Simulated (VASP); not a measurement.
```xyz
63
Lattice="7.1466 0.0000 0.0000 0.0000 7.1466 0.0000 0.0000 0.0000 7.1466" Properties=species:S:1:pos:R:3 pbc="T T T"
C      3.5733     0.0000     0.0000
C      4.4697     0.8665     0.8444
C      5.3529     1.7769     0.0023
C      6.2511     2.6855     0.8977
C      5.3861     0.0213     1.7986
C      6.2458     0.8722     2.7274
C      0.0000     0.0000     0.0000
C      0.8933     0.8933     0.8933
C      1.7866     1.7866     0.0000
C      2.7196     2.6645     0.9419
C      3.5261     3.5584    -0.0119
C      4.4931     4.5106     0.8753
C      5.3599     5.3599     0.0000
C      6.2532     6.2532     0.8933
C      1.7866     0.0000     1.7866
C      2.7090     0.9423     2.6884
C      3.5271     1.7813     1.7554
C      5.3726     3.5448     1.7517
C      6.2569     4.4266     2.7031
C      3.6173     0.0444     3.5607
C      4.4762     0.9095     4.4677
C      5.3570     1.7374     3.5300
C      6.2467     2.6731     4.4351
C      5.3599     0.0000     5.3599
C      6.2532     0.8933     6.2532
C      0.0000     3.5733     0.0000
C      0.8933     4.4666     0.8933
C      1.7866     5.3599     0.0000
C      2.6800     6.2532     0.8933
C      0.0000     1.7866     1.7866
C      0.8933     2.6800     2.6800
C      1.8130     3.6040     1.7665
C      2.6437     4.4802     2.6307
C      3.6022     5.3601     1.8364
C      4.4666     6.2532     2.6800
C      0.0000     0.0000     3.5733
C      0.8933     0.8933     4.4666
C      1.7867     1.7829     3.5233
C      2.7289     2.7178     4.4383
C      4.4695     4.4731     4.5000
C      5.3161     5.3706     3.5736
C      6.2532     6.2532     4.4666
C      1.7866     0.0000     5.3599
C      2.6800     0.8933     6.2532
C      3.5473     1.7414     5.3274
C      4.4666     2.6800     6.2532
C      5.3398     3.6099     5.3947
C      6.2532     4.4666     6.2532
C      0.0000     5.3599     1.7866
C      0.8933     6.2532     2.6800
C      0.0000     3.5733     3.5733
C      0.8933     4.4666     4.4666
C      1.7866     5.3599     3.5733
C      2.6800     6.2532     4.4666
C      0.0000     1.7866     5.3599
C      0.8933     2.6800     6.2532
C      1.7866     3.5733     5.3599
C      2.6800     4.4666     6.2532
C      3.5733     5.3599     5.3599
C      4.4666     6.2532     6.2532
C      0.0000     5.3599     5.3599
C      0.8933     6.2532     6.2532
O      3.5838     3.5705     3.5592
```
Cell charge -2.

Calculation: PBE GGA, VASP's PBE PAW potentials (set 64) (plane waves; VASP). Run with PREC = Normal, LREAL = Auto, ISYM = 0, NELECT = 256.0, EDIFF = 1E-5, 400 eV cut-off, 1×1×1 Γ-centred mesh, Gaussian smearing of 0.050 eV, potentials C O. Starting moments (MAGMOM): 63*0.0317. The cell's moment is fixed (NUPDOWN = 2).

The cell is charged, with a uniform compensating background. The supercell is sampled at Γ alone, which is coarse: total energies, pressure and levels can be off, energies of defects by several tenths of an eV.

Task: The ions are relaxed. Which structure does the run end with?

Result: 
```xyz
63
Lattice="7.1466 0.0000 0.0000 0.0000 7.1466 0.0000 0.0000 0.0000 7.1466" Properties=species:S:1:pos:R:3 pbc="T T T"
C      3.5723     7.1446     7.1226
C      4.4495     0.9011     0.8977
C      5.3613     1.7866     0.0141
C      6.2473     2.6989     0.8977
C      5.3472     0.0020     1.7939
C      6.2407     0.9078     2.6948
C      7.1441     0.0040     7.1442
C      0.8891     0.9073     0.8930
C      1.7837     1.7957     7.1374
C      2.6884     2.6800     0.9003
C      3.5771     3.5716     0.0105
C      4.4684     4.4601     0.9001
C      5.3529     5.3646     7.1373
C      6.2412     6.2594     0.8931
C      1.7785     0.0097     1.7818
C      2.7028     0.9211     2.6668
C      3.5114     1.7287     1.7082
C      5.4198     3.6369     1.7079
C      6.2273     4.4456     2.6667
C      3.5789     0.0018     3.5633
C      4.4856     0.8987     4.4544
C      5.4436     1.7046     3.6414
C      6.2493     2.6627     4.4546
C      5.3576     7.1322     5.3602
C      6.2541     0.8939     6.2536
C      0.0037     3.5757     7.1227
C      0.8730     4.4665     0.8673
C      1.7813     5.3670     7.1358
C      2.6816     6.2755     0.8672
C      0.0001     1.8011     1.7941
C      0.9071     2.6975     2.6757
C      1.7830     3.6081     1.7677
C      2.5236     4.6252     2.5017
C      3.5406     5.3661     1.7672
C      4.4511     6.2415     2.6757
C      0.0014     0.0002     3.5584
C      0.9090     0.9058     4.4564
C      1.8297     1.8225     3.5619
C      2.7248     2.6770     4.5404
C      4.4715     4.4238     4.5407
C      5.3261     5.3188     3.5622
C      6.2429     6.2393     4.4566
C      1.7954     7.1455     5.3440
C      2.6841     0.8877     6.2512
C      3.5853     1.7707     5.3853
C      4.4761     2.6721     6.2747
C      5.3776     3.5632     5.3850
C      6.2608     4.4638     6.2513
C      7.1388     5.3697     1.7819
C      0.8764     6.2719     2.6747
C      7.1463     3.5693     3.5633
C      0.9024     4.4628     4.4461
C      1.7834     5.3654     3.5226
C      2.6854     6.2462     4.4464
C      0.0158     1.7906     5.3600
C      0.8989     2.6867     6.2446
C      1.7948     3.5811     5.3616
C      2.6781     4.4700     6.2537
C      3.5667     5.3538     5.3619
C      4.4612     6.2495     6.2450
C      0.0030     5.3528     5.3441
C      0.8915     6.2568     6.2385
O      3.6988     3.4497     3.8583
```
Cell charge -2. The cell ends with 2.00 μB, on the first 30 sites 0.03 -0.01 0.01 -0.01 0.01 -0.01 0.00 0.00 0.02 0.00 0.01 0.00 0.02 0.00 0.03 -0.01 0.32 0.32 -0.01 0.01 -0.01 0.25 -0.01 0.03 0.00 0.03 0.01 0.00 0.01 0.01 μB.

Task: How much energy does the relaxation gain?

Result: The energy (σ→0) changes by -51.9 meV/atom, in 22 ionic steps.

The cell is a supercell with a defect, built from C (diamond): O_C-vac_C, charge -2.
